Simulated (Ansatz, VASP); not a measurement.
# Cross-check of Ta12Al14O51 between VASP and Ansatz, part 3 of 4

Aim: how closely do two programs agree when they are given the same cell, functional and k mesh? Of the first pair: The structure shown is frame 83 of Ansatz's trajectory.

VASP 6.6.1 and Ansatz 0.2.0.

So far. Step 3 (VASP: single point, PBE, pair 1): The run ends at a pressure of 4.94 GPa, with forces up to 1.9 eV/Å.

**6. VASP: single point, PBE, pair 2**

Level of this step: PBE; plane waves and PAW (Al, Ta_pv, O) (VASP).

The same cell, functional and mesh now go to VASP, with its own data sets.

INCAR reads:

```
SYSTEM = Ta12Al14O51
PREC = Accurate
ENCUT = 520
EDIFF = 1E-06
NELM = 120
ISMEAR = 0
SIGMA = 0.01
LREAL = Auto
ALGO = Normal
GGA = PE
NBANDS = 296
LASPH = .TRUE.
LORBIT = 11
LWAVE = .FALSE.
LCHARG = .FALSE.
ISIF = 2
GGA_COMPAT = .FALSE.
EFERMI = MIDGAP
NCORE = 2
```

POSCAR reads:

```
Ta12Al14O51
1.0
    9.7601000000      0.0000000000      0.0000000000
    0.0000000000      9.7601000000      0.0000000000
    0.0000000000      0.0000000000      9.7601000000
Al Ta O
14 12 51
Direct
    0.3136238358      0.6170531040      0.4261021916
    0.7530865462      0.2860626428      0.2078667227
    0.6538560056      0.9937398182      0.3785412035
    0.1931127755      0.9215479350      0.3213491665
    0.6359258614      0.4544932941      0.4417577689
    0.4101699778      0.2110121823      0.4379873157
    0.4271370170      0.3564307743      0.6514994723
    0.4581817809      0.4375467464      0.2178153912
    0.8922756939      0.7441214742      0.3469021834
    0.4527412629      0.0899580947      0.1542812061
    0.8511900493      0.1154393910      0.8562002438
    0.4710505015      0.8709849284      0.8908515282
    0.9971106853      0.4500363726      0.3725166750
    0.2288296226      0.0466900954      0.0110244772
    0.6464175572      0.3361645885      0.9323265130
    0.8122457762      0.5399432383      0.6623190336
    0.0047335581      0.7724511019      0.8887511398
    0.0351943115      0.3202118831      0.0410241698
    0.1607360580      0.9897849407      0.7033944324
    0.7614266247      0.8514052110      0.6419298983
    0.4348930851      0.8815073616      0.5731908485
    0.7459964550      0.9104619830      0.0914027520
    0.3545250561      0.5185602607      0.9324699542
    0.9343756724      0.1563201197      0.4326902388
    0.1214536736      0.3190028791      0.7042550794
    0.1345478018      0.6316841016      0.1969549492
    0.8670300509      0.9538324402      0.7831886968
    0.8932797820      0.7872870155      0.0436368480
    0.8306472270      0.7053411338      0.7830862389
    0.3024251801      0.2353049661      0.5894509278
    0.7444595855      0.1593938587      0.3399452874
    0.0240468848      0.1124578642      0.6228829623
    0.0667103821      0.3183369023      0.4963371277
    0.7809756048      0.8715689388      0.2876404955
    0.1884202006      0.3861640762      0.9331154394
    0.1497218266      0.5486111823      0.4057950226
    0.8331369556      0.0699992828      0.0315775453
    0.4823311237      0.3800883188      0.8223481317
    0.6184157949      0.8310980420      0.4851077346
    0.3701703876      0.7043267999      0.5692769541
    0.6852491265      0.1829386994      0.8194998002
    0.4489913013      0.5155070132      0.3785616951
    0.0455425662      0.0358910257      0.3496992859
    0.2754582433      0.4526490507      0.7187733732
    0.1019559226      0.4370856856      0.1759920493
    0.7719285663      0.4377414166      0.8113543919
    0.0123871682      0.4843392998      0.6942859192
    0.3983975574      0.2598846323      0.2577432608
    0.3164106925      0.5363674553      0.1324986424
    0.5850657268      0.9838013955      0.2054077315
    0.9293040030      0.2982141576      0.2764111023
    0.8008626961      0.0128379832      0.5255888772
    0.4118810258      0.0338213748      0.9812092089
    0.6164895851      0.8270919355      0.9873361953
    0.6212641264      0.5544103032      0.5992151720
    0.8279115993      0.4527412629      0.4743086649
    0.5831395170      0.8844888884      0.7299208000
    0.9350416492      0.5916640198      0.2536551880
    0.6445528222      0.4191965246      0.2670259526
    0.2857245315      0.0080019672      0.1957459452
    0.8211596193      0.3402629071      0.0513109497
    0.8663743199      0.7143676807      0.5297691622
    0.1066792348      0.1577852686      0.0856241227
    0.4789807481      0.0430938208      0.4547596848
    0.3963791355      0.7029641090      0.8865995225
    0.5483652831      0.3062571080      0.5166442967
    0.3488386389      0.9310765259      0.7447157304
    0.2847409350      0.7473796375      0.2931424883
    0.1162897921      0.6556080368      0.9980532986
    0.0518642227      0.8017848178      0.2794131208
    0.2364627412      0.9559225828      0.5053021998
    0.0823659594      0.8085982726      0.7076874212
    0.2128256883      0.1390969355      0.8180039139
    0.6052089630      0.2236452495      0.0940256760
    0.5238880749      0.4721365560      0.0416184260
    0.9883915124      0.2470978781      0.8484134384
    0.1221811252      0.9279618037      0.9265786211
```

KPOINTS reads:

```
Automatic mesh
0
Gamma
1 1 1
0 0 0
```

Potentials, in the order of the species: Al, Ta_pv and O (PBE family, release 64).

The run is started by

```
$ mpirun -np 8 vasp_gam
```

Numbers of over 12 decimals in the logs are rounded to 6 here.

Log:

```text
[... set-up lines as in an earlier step ...]
 entering main loop
       N       E                     dE             d eps       ncg     rms          rms(c)
DAV:   1     0.540672914769E+04    0.54067E+04   -0.29760E+05   600   0.169E+03
DAV:   2    -0.230222278552E+03   -0.56370E+04   -0.53443E+04   712   0.469E+02
DAV:   3    -0.774218149408E+03   -0.54400E+03   -0.53923E+03   672   0.151E+02
DAV:   4    -0.788220999931E+03   -0.14003E+02   -0.13927E+02   696   0.252E+01
[...]
DAV:  16    -0.655444076173E+03   -0.17136E-04   -0.41882E-05   664   0.155E-02    0.976E-03
DAV:  17    -0.655444080046E+03   -0.38733E-05   -0.10837E-05   704   0.950E-03    0.567E-03
DAV:  18    -0.655444080779E+03   -0.73275E-06   -0.34457E-06   536   0.498E-03
   1 F= -.65544408E+03 E0= -.65544408E+03  d E =0.000000E+00
```

Parts of OUTCAR (step 6):

```text
  Total       15.9630919     33.1259816     18.1469393     -8.3856521      2.8294356     -1.5913663
  in kB       27.5083660     57.0842811     31.2716766    -14.4505581      4.8758193     -2.7423188
  external PRESSURE =      38.6214412 kB  Pullay stress =       0.0000000 kB

 POSITION                                       TOTAL-FORCE (eV/Angst)
 -----------------------------------------------------------------------------------
      3.06100      6.02250      4.15880        -0.145793      0.689676     -0.156810
      7.35020      2.79200      2.02880        -1.116497     -0.418154      0.762422
      6.38170      9.69900      3.69460         0.850105     -0.193418      0.169981
      1.88480      8.99440      3.13640        -0.547622     -0.835572      0.572533
      6.20670      4.43590      4.31160        -1.007175      0.182142      0.381489
      4.00330      2.05950      4.27480        -0.142152     -0.018722     -0.544560
      4.16890      3.47880      6.35870        -0.196927      0.676837      0.471143
      4.47190      4.27050      2.12590         1.085753     -0.759682     -0.605338
      8.70870      7.26270      3.38580         0.511349      0.053778     -0.071441
      4.41880      0.87800      1.50580         0.130372      1.455385     -0.080717
      8.30770      1.12670      8.35660        -0.197329      1.015935     -0.136427
      4.59750      8.50090      8.69480        -0.237368      0.968121     -0.686171
      9.73190      4.39240      3.63580        -0.527887     -1.096289      0.153671
      2.23340      0.45570      0.10760         0.004008      0.536076     -0.031880
[...]
-----------------------------------------------------------------------------------
    total drift:                                0.000910     -0.004293     -0.002090

  FREE ENERGIE OF THE ION-ELECTRON SYSTEM (eV)
  ---------------------------------------------------
  free  energy   TOTEN  =      -655.4440807788 eV

  energy  without entropy=     -655.4440807788  energy(sigma->0) =     -655.44408078

[... 2 parts as in an earlier step ...]

[... 1 further part left out ...]
[key lines of the parts left out:]
E-fermi :   3.9830
```

The run ends at a pressure of 3.86 GPa, with forces up to 2.4 eV/Å.

**7. Side by side**

What differs besides the data sets and the points named for the pairs above, as far as they apply: the data sets hold 504 valence electrons in Ansatz (on its default PAW (the set named soft_2) files) and 480 in VASP. Total energies have different zeros and are not compared.

Forces on 9 of the 77 atoms, those with the largest forces and the largest differences (eV/Å; atoms numbered as in POSCAR):

| atom | Ansatz x, y, z | VASP x, y, z |
| --- | --- | --- |
| Ta15 | 0.500, -1.547, 0.670 | 0.513, -1.450, 0.702 |
| Ta16 | 1.119, 0.221, -1.393 | 1.213, 0.318, -1.473 |
| Ta18 | -0.993, -0.470, 0.265 | -1.184, -0.341, 0.186 |
| Ta26 | 0.570, 1.315, 1.309 | 0.617, 1.350, 1.287 |
| O43 | -0.874, 1.471, 0.179 | -0.725, 1.307, 0.075 |
| O61 | 1.451, 1.086, -1.620 | 1.439, 1.085, -1.612 |
| O63 | -0.019, -0.069, 0.244 | 0.092, -0.294, 0.295 |
| O65 | -0.800, -1.899, 0.574 | -0.773, -1.773, 0.550 |
| O76 | -1.782, -0.043, -0.267 | -1.836, -0.093, -0.278 |

The forces differ by 56 meV/Å r.m.s., which is 8.8 % of the r.m.s. force of 0.634 eV/Å (both taken over all components).

**8. Ansatz: dynamics, PBE**

One frame of this run of dynamics is then solved in both programs, so the motion causes no difference.

The structure compared here is frame 250 of Ansatz's trajectory.

input.yaml reads:

```yaml
crystal:
  lattice:
    - [9.7601, 0.0, 0.0]
    - [0.0, 9.7601, 0.0]
    - [0.0, 0.0, 9.7601]
  atoms:
    - { symbol: Al, position: [0.31887, 0.62404, 0.42019] }
    - { symbol: Al, position: [0.74776, 0.27638, 0.21221] }
    - { symbol: Al, position: [0.66281, 0.98671, 0.38381] }
    - { symbol: Al, position: [0.19875, 0.9248, 0.3191] }
    - { symbol: Al, position: [0.62783, 0.46785, 0.449] }
    - { symbol: Al, position: [0.42163, 0.21366, 0.44226] }
    - { symbol: Al, position: [0.4155, 0.36494, 0.65599] }
    - { symbol: Al, position: [0.47119, 0.43242, 0.21394] }
    - { symbol: Al, position: [0.90577, 0.75205, 0.35098] }
    - { symbol: Al, position: [0.45633, 0.09648, 0.15336] }
    - { symbol: Al, position: [0.84244, 0.11527, 0.85867] }
    - { symbol: Al, position: [0.46782, 0.87149, 0.88746] }
    - { symbol: Al, position: [0.98781, 0.44493, 0.37579] }
    - { symbol: Al, position: [0.22831, 0.05768, 0.00449] }
    - { symbol: Ta, position: [0.641, 0.33007, 0.9301] }
    - { symbol: Ta, position: [0.82005, 0.54029, 0.66483] }
    - { symbol: Ta, position: [0.00452, 0.77995, 0.88865] }
    - { symbol: Ta, position: [0.02187, 0.32078, 0.03219] }
    - { symbol: Ta, position: [0.16762, 0.98372, 0.69643] }
    - { symbol: Ta, position: [0.76818, 0.85344, 0.64576] }
    - { symbol: Ta, position: [0.44625, 0.88089, 0.57334] }
    - { symbol: Ta, position: [0.73546, 0.90933, 0.09992] }
    - { symbol: Ta, position: [0.34583, 0.51634, 0.92782] }
    - { symbol: Ta, position: [0.93701, 0.15538, 0.43886] }
    - { symbol: Ta, position: [0.12374, 0.31313, 0.70249] }
    - { symbol: Ta, position: [0.13694, 0.63415, 0.19901] }
    - { symbol: O, position: [0.86959, 0.9521, 0.79008] }
    - { symbol: O, position: [0.88562, 0.79221, 0.03983] }
    - { symbol: O, position: [0.84086, 0.70728, 0.78003] }
    - { symbol: O, position: [0.29958, 0.24365, 0.57749] }
    - { symbol: O, position: [0.74799, 0.14469, 0.34197] }
    - { symbol: O, position: [0.03811, 0.1131, 0.62402] }
    - { symbol: O, position: [0.05027, 0.31741, 0.50195] }
    - { symbol: O, position: [0.78501, 0.86573, 0.28988] }
    - { symbol: O, position: [0.16958, 0.393, 0.91691] }
    - { symbol: O, position: [0.15819, 0.54518, 0.39004] }
    - { symbol: O, position: [0.82052, 0.06605, 0.03434] }
    - { symbol: O, position: [0.46725, 0.36788, 0.82743] }
    - { symbol: O, position: [0.62213, 0.83365, 0.48879] }
    - { symbol: O, position: [0.37222, 0.70871, 0.56574] }
    - { symbol: O, position: [0.67964, 0.17976, 0.81624] }
    - { symbol: O, position: [0.4563, 0.52348, 0.37424] }
    - { symbol: O, position: [0.05462, 0.04718, 0.35294] }
    - { symbol: O, position: [0.27357, 0.46603, 0.70749] }
    - { symbol: O, position: [0.08504, 0.44281, 0.16365] }
    - { symbol: O, position: [0.74658, 0.45197, 0.81911] }
    - { symbol: O, position: [0.00295, 0.47224, 0.702] }
    - { symbol: O, position: [0.41006, 0.25461, 0.26497] }
    - { symbol: O, position: [0.31215, 0.53296, 0.12857] }
    - { symbol: O, position: [0.5776, 0.97719, 0.2173] }
    - { symbol: O, position: [0.92585, 0.29324, 0.28401] }
    - { symbol: O, position: [0.80837, 0.01019, 0.53397] }
    - { symbol: O, position: [0.41215, 0.0297, 0.97878] }
    - { symbol: O, position: [0.60952, 0.82588, 0.99011] }
    - { symbol: O, position: [0.63646, 0.575, 0.60054] }
    - { symbol: O, position: [0.82365, 0.44623, 0.48519] }
    - { symbol: O, position: [0.58683, 0.87213, 0.73165] }
    - { symbol: O, position: [0.93469, 0.59399, 0.27419] }
    - { symbol: O, position: [0.65131, 0.41636, 0.27399] }
    - { symbol: O, position: [0.28578, 0.01811, 0.19029] }
    - { symbol: O, position: [0.81749, 0.34369, 0.0484] }
    - { symbol: O, position: [0.87352, 0.72613, 0.52832] }
    - { symbol: O, position: [0.09736, 0.15941, 0.08041] }
    - { symbol: O, position: [0.49694, 0.0502, 0.46424] }
    - { symbol: O, position: [0.38852, 0.69491, 0.88806] }
    - { symbol: O, position: [0.54128, 0.32458, 0.53267] }
    - { symbol: O, position: [0.35614, 0.93179, 0.7449] }
    - { symbol: O, position: [0.29088, 0.75087, 0.29006] }
    - { symbol: O, position: [0.11753, 0.65946, 0.99201] }
    - { symbol: O, position: [0.05803, 0.81125, 0.2694] }
    - { symbol: O, position: [0.25126, 0.94867, 0.50739] }
    - { symbol: O, position: [0.08326, 0.80894, 0.70022] }
    - { symbol: O, position: [0.21116, 0.14797, 0.81499] }
    - { symbol: O, position: [0.59977, 0.21719, 0.09352] }
    - { symbol: O, position: [0.51884, 0.46872, 0.03511] }
    - { symbol: O, position: [0.96555, 0.24868, 0.8391] }
    - { symbol: O, position: [0.12656, 0.93215, 0.91663] }
kpoints:
  mp_grid: { grid: [1, 1, 1] }
hamiltonian:
  xc: pbe
scf:
  occupations: { method: fixed }
output:
  forces: true
  stress: true
md:
  timestep: 2.0
  n_steps: 250
  ensemble: nvt_nose_hoover
  temperature: 300
  initial_velocities: maxwell_boltzmann
  seed: 7
```

The run is started by

```
$ ansatz run input.yaml --threads 8 --pin off --max-ram 15360MiB --backend cpu --events-out ev --progress --plain --runs-dir out
```

Log:

```text
[...]
Crystal: 77 atoms, lattice volume = 929.743 Å³
Basis set: ecut = 420 eV, 18037 PW (Γ), exchange–correlation on 144×144×144 points (8 copies of the dense FFT grid, shifted against one another)
Bands: 329, of which v1, the nominal top of the filled ones, is band 252 counted from 1 (251 counted from 0)
Symmetry: 1 space group operations
k-points: 1
[...]
atom  77  O      0.11491624    -0.57663275    -0.53128955
  max |Σ_I F_I| component: 5.89e-5 eV/Å
--- Stress (GPa, compression-positive) ---
        6.261165      -1.660663      -0.644622
       -1.660679       6.347623      -0.100378
       -0.644617      -0.100373       4.891660
  P = ⅓ Tr σ = 5.8335 GPa (58.335 kbar)
--- MD trajectory: 250 steps, t = 0.0 → 500.0 fs ---
[...]
conserved energy: peak-to-peak 2.918e-2 eV (3.789e-4 eV/atom) over 500.0 fs
[key lines of the parts left out:]
SCF converged after 9 iterations
Free energy (F): -155732.240599 eV
Fermi energy:    7.118707 eV
```

[end of part 3 of 4]

[Lines on the potential files, build, host, timing and source positions are cut from VASP's logs without a mark.]

[Logs are printed without paths, hosts, clocks, repeated set-up lines and the standing remarks that a program may print on its own settings, such as how far it seeks lower states.]

[Hosts, paths, dates, database ids (printed as entryN), source tags and the programs' standing remarks are cut or masked in the printed files.]
